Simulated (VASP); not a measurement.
Wanted: an ASE script for a VASP 6.6.1 run.

| Quantity | Value |
| --- | --- |
| Task | equation of state |
| Functional | PW91 |
| Potentials or basis | VASP PAW PBE potentials, release 64 (Y_sv, Ge_d) |
| Cutoff | 520 eV |
| k mesh | 7 × 7 × 4 |
| Occupations | gaussian, width 0.05 eV |
| Spin | no spin polarisation |
| Further INCAR settings | ALGO = Fast; EDIFF = 1.00e-07 |

The structure of Y2Ge3 lies in Y2Ge3.cif:

```cif
data_Y2Ge3
_cell_length_a 4.39242643
_cell_length_b 4.39242643
_cell_length_c 7.10729500
_cell_angle_alpha 90.00000000
_cell_angle_beta 90.00000000
_cell_angle_gamma 120.00000000
_space_group_name_H-M_alt 'P-6m2'
_space_group_name_Hall 'P -6 2'
_space_group_IT_number 187
loop_
_space_group_symop_operation_xyz
'x,y,z'
'-x+y,-x,-z'
'-y,x-y,z'
'x,y,-z'
'-x+y,-x,z'
'-y,x-y,-z'
'-y,-x,-z'
'x,x-y,z'
'-x+y,y,-z'
'-y,-x,z'
'x,x-y,-z'
'-x+y,y,z'
loop_
_atom_site_label
_atom_site_type_symbol
_atom_site_symmetry_multiplicity
_atom_site_Wyckoff_symbol
_atom_site_fract_x
_atom_site_fract_y
_atom_site_fract_z
_atom_site_occupancy
Y1 Y 2 g 0.0000000000 0.0000000000 0.2700710000 1
Ge1 Ge 1 e 0.6666666667 0.3333333333 0.0000000000 1
Ge2 Ge 1 f 0.6666666667 0.3333333333 0.5000000000 1
Ge3 Ge 1 c 0.3333333333 0.6666666667 0.0000000000 1
```

The cell comes from a database or a generator and needn't be the stable form of this composition.

One way to write it, as run:

run.py

```python
from ase.calculators.vasp import Vasp
from ase.eos import EquationOfState
from ase.io import Trajectory
from ase.io import read
from ase.units import GPa

atoms = read('Y2Ge3.cif', primitive_cell=True, subtrans_included=False)
calc = Vasp(
    directory='calc',
    pp='PBE',
    setups='recommended',
    prec='Accurate',
    encut=520,
    ediff=1e-07,
    ismear=0,
    sigma=0.05,
    lreal=False,
    lasph=True,
    nelm=60,
    algo='Fast',
    isif=2,
    lwave=False,
    lcharg=False,
    gga='91',
    kpts=[7, 7, 4],
    gamma=True,
)
atoms.calc = calc
cell = atoms.cell.copy()
volumes, energies = [], []
traj = Trajectory('eos.traj', 'w')
for x in [0.94, 0.96, 0.98, 1.0, 1.02, 1.04, 1.06]:
    atoms.set_cell(cell * x ** (1 / 3), scale_atoms=True)
    volumes.append(atoms.get_volume())
    energies.append(atoms.get_potential_energy())
    traj.write(atoms)
    print(f'{x:5.2f} {volumes[-1]:12.5f} {energies[-1]:14.6f}')

v0, e0, B = EquationOfState(volumes, energies, eos='sj').fit()
print(f'V0 = {v0:.4f} A^3, E0 = {e0:.6f} eV, B = {B / GPa:.2f} GPa')
```

Potentials or basis: VASP PAW PBE potentials, release 64 (Y_sv, Ge_d).

Command:

```console
$ python run.py
```

It gave:

```
Equilibrium volume                        : 23.87 Å³/atom
Bulk modulus at fixed shape and positions : 62 GPa
Pressure derivative of the bulk modulus   : 4.7
```

Caveat: the cell was scaled at fixed shape and fractional positions, which overstates the stiffness of a crystal with free parameters, most of all of layers and chains; the PAW data sets were made with another functional, which shifts forces and pressure a little.

It took 28 min on 1 thread of Intel(R) Xeon(R) 6975P-C (Granite Rapids), on a shared host, peak memory 0.33 GiB.
